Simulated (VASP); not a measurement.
Level of theory: vdW-DF2, VASP's PBE PAW potentials (set 64) (plane waves; VASP).

VASP ran on this input.

POSCAR:
```
NaI
1
    0.0000000000     3.2844556732     3.2844556732
    3.2844556732     0.0000000000     3.2844556732
    3.2844556732     3.2844556732     0.0000000000
Na I
1 1
Direct
  0.0000000000   0.0000000000   0.0000000000
  0.5000000000   0.5000000000   0.5000000000
```

INCAR:
```
SYSTEM = NaI
PREC = Accurate
ENCUT = 520
EDIFF = 1E-7
NELM = 100
ALGO = Normal
LREAL = .FALSE.
LASPH = .TRUE.
ISMEAR = 0
SIGMA = 0.05
GGA = ML
ZAB_VDW = -1.8867
LUSE_VDW = .TRUE.
AGGAC = 0.0
LMAXMIX = 4
LWAVE = .FALSE.
LCHARG = .FALSE.
LORBIT = 11
ICHARG = 11
```

File KPOINTS:
```
k-points along high-symmetry lines
15
Line-mode
Reciprocal
  0.000000   0.000000   0.000000 ! GAMMA
  0.500000   0.000000   0.500000 ! X

  0.500000   0.000000   0.500000 ! X
  0.625000   0.250000   0.625000 ! U

  0.375000   0.375000   0.750000 ! K
  0.000000   0.000000   0.000000 ! GAMMA

  0.000000   0.000000   0.000000 ! GAMMA
  0.500000   0.500000   0.500000 ! L

  0.500000   0.500000   0.500000 ! L
  0.500000   0.250000   0.750000 ! W

  0.500000   0.250000   0.750000 ! W
  0.500000   0.000000   0.500000 ! X
```

POTCAR, in this order: Na_pv I (PBE.64 set). Program: vasp_std. Read from the step before: CHGCAR.

The run wrote:

OSZICAR:
```
       N       E                     dE             d eps       ncg     rms          rms(c)
DAV:   1     0.781840243266E+02    0.78184E+02   -0.68451E+03  1980   0.113E+03
DAV:   2     0.526504590337E+01   -0.72919E+02   -0.68731E+02  2080   0.229E+02
DAV:   3    -0.980063993851E+00   -0.62451E+01   -0.61346E+01  2440   0.676E+01
DAV:   4    -0.115421971963E+01   -0.17416E+00   -0.17404E+00  2308   0.121E+01
DAV:   5    -0.115905967407E+01   -0.48400E-02   -0.48398E-02  2392   0.214E+00
DAV:   6    -0.115926831841E+01   -0.20864E-03   -0.20864E-03  2791   0.426E-01
DAV:   7    -0.115927142349E+01   -0.31051E-05   -0.31051E-05  2448   0.399E-02
DAV:   8    -0.115927154018E+01   -0.11668E-06   -0.11670E-06  1974   0.656E-03
DAV:   9    -0.115927154514E+01   -0.49645E-08   -0.49748E-08  1512   0.177E-03
   1 F= -.11592715E+01 E0= -.11592715E+01  d E =-.147742E-17
```

### OUTCAR
```
 val. band max:        0.4713025045   @ k =   0.0000   0.0000   0.0000

 cond. band min:       3.8456638861   @ k =   0.0000   0.0000   0.0000



 k-point     1 :       0.0000    0.0000    0.0000
  band No.  band energies     occupation
      1     -22.5920      2.00000
      2     -22.5920      2.00000
      3     -22.5920      2.00000
      4     -10.4892      2.00000
      5       0.4713      2.00000
      6       0.4713      2.00000
      7       0.4713      2.00000
      8       3.8457      0.00000
      9       8.3541      0.00000
     10       8.3541      0.00000
     11       8.3541      0.00000

 k-point     2 :       0.0357    0.0000    0.0357
  band No.  band energies     occupation
      1     -22.5920      2.00000
      2     -22.5920      2.00000
      3     -22.5920      2.00000
      4     -10.4850      2.00000
      5       0.4261      2.00000
      6       0.4610      2.00000
      7       0.4610      2.00000
      8       3.9113      0.00000
      9       8.2854      0.00000
     10       8.3817      0.00000
     11       8.3817      0.00000

 k-point     3 :       0.0714    0.0000    0.0714
  band No.  band energies     occupation
      1     -22.5921      2.00000
      2     -22.5920      2.00000
      3     -22.5920      2.00000
      4     -10.4724      2.00000
      5       0.3017      2.00000
      6       0.4308      2.00000
      7       0.4308      2.00000
      8       4.0953      0.00000
      9       8.1062      0.00000
     10       8.4634      0.00000
     11       8.4634      0.00000

 k-point     4 :       0.1071    0.0000    0.1071
  band No.  band energies     occupation
      1     -22.5923      2.00000
      2     -22.5921      2.00000
      3     -22.5921      2.00000
      4     -10.4522      2.00000
      5       0.1240      2.00000
      6       0.3832      2.00000
      7       0.3832      2.00000
      8       4.3664      0.00000
      9       7.8668      0.00000
     10       8.5958      0.00000
...
```

The density is held fixed in this step, so its total energy and stress have no physical meaning. Unless said otherwise, spin-orbit coupling is left out, though it shifts the bands of the heavy elements here.

The compound is NaI in the rock salt structure. It was relaxed first.
